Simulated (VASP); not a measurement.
```yaml
crystal:
  lattice:
    - [4.20617, 0.00000, 0.00000]
    - [-2.10308, 3.64265, 0.00000]
    - [0.00000, 0.00000, 6.83507]
  atoms:
    - { symbol: Cd, position: [0.66667, 0.33333, 0.50027] }
    - { symbol: Cd, position: [0.33333, 0.66667, 0.00027] }
    - { symbol: S, position: [0.66667, 0.33333, 0.87673] }
    - { symbol: S, position: [0.33333, 0.66667, 0.37673] }
```

Calculation: PBE GGA, VASP's PBE PAW potentials (set 64) (plane waves; VASP). Run with 480 eV cut-off, 6×6×3 Γ-centred mesh, Gaussian smearing of 0.050 eV, potentials Cd S.

Predict the energy per atom (σ→0), band gap (on the k-mesh) with the smallest direct gap where there is one.

```
Item                                         Result
-----------------------------------  --------------
band gap (on the k-mesh)                    1.10 eV
smallest direct gap (on the k-mesh)         1.10 eV
energy per atom (σ→0)                -3.074 eV/atom
```

Total energies compare only between runs with the same potentials, cut-off and functional.

The structure comes from a computed database's CdS entry (P6_3mc); how it stands against other phases isn't given here. It was relaxed first. The start is the result of an earlier pass.
